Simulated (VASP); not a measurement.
An input for Quantum ESPRESSO's pw.x (written as the equivalent of a VASP run, and not itself run):

```
&CONTROL
  calculation = 'scf'
  pseudo_dir = './pseudo'
  outdir = './out'
  tprnfor = .true.
  tstress = .true.
/
&SYSTEM
  ibrav = 0
  nat = 6
  ntyp = 2
  ecutwfc = 84
  occupations = 'smearing'
  smearing = 'gaussian'
  degauss = 0.000735
  input_dft = 'pbe'
/
&ELECTRONS
  conv_thr = 7.3e-06
  electron_maxstep = 100
/
ATOMIC_SPECIES
  Mg 24.305 Mg.upf
  H 1.008 H.upf
CELL_PARAMETERS angstrom
     4.4766900    0.0000000    0.0000000
     0.0000000    4.4766900    0.0000000
     0.0000000    0.0000000    2.9925400
ATOMIC_POSITIONS crystal
  Mg   0.4992970  0.4970810  0.5004380
  Mg  -0.0057550 -0.0046300  0.0073510
  H    0.6917200  0.6971020  0.0013220
  H    0.3052760  0.3067530 -0.0035220
  H    0.8062960  0.2012580  0.5043140
  H    0.2031660  0.8024350  0.4900970
K_POINTS automatic
  4 4 4 1 1 1
```

Translate this input to VASP (INCAR, KPOINTS, POSCAR, choice of POTCAR).

Several could match; the one computed here: 
### KPOINTS
```
Automatic mesh
0
Gamma
4 4 4
0.5 0.5 0.5
```

INCAR:
```
SYSTEM = MgH2
PREC = Accurate
ENCUT = 150
EDIFF = 1E-04
NELM = 100
ALGO = Normal
LREAL = .FALSE.
LASPH = .TRUE.
ISMEAR = 0
SIGMA = 0.01
GGA = PE
LWAVE = .FALSE.
LCHARG = .FALSE.
ISIF = 2
```

POSCAR:
```
MgH2
1
    4.4766900000     0.0000000000     0.0000000000
    0.0000000000     4.4766900000     0.0000000000
    0.0000000000     0.0000000000     2.9925400000
Mg H
2 4
Direct
  0.4992970000   0.4970810000   0.5004380000
 -0.0057550000  -0.0046300000   0.0073510000
  0.6917200000   0.6971020000   0.0013220000
  0.3052760000   0.3067530000  -0.0035220000
  0.8062960000   0.2012580000   0.5043140000
  0.2031660000   0.8024350000   0.4900970000
```

POTCAR, in this order: Mg H (PBE.64 set). Program: vasp_std.

What does not carry over: the potentials are each code's own (VASP's PAW set, PseudoDojo norm-conserving files in pw.x), so ENCUT and ecutwfc are chosen apart and not converted; conv_thr bounds pw.x's estimated SCF error, while EDIFF bounds the energy change between steps.

The structure comes from a computed database's MgH2 entry; how it stands against other phases isn't given here. The cell was not relaxed at this level, atoms are displaced from their ideal sites. The k-mesh is coarse (spacing up to 0.52 per Å, 2π included), so the numbers may not be converged in it. The run is one of a series of settings (EDIFF = 1E-04, ENCUT = 150, KPOINTS 4×4×4 Γ-centred mesh shifted by (0.5, 0.5, 0.5) against the base run), some of them coarse on purpose.
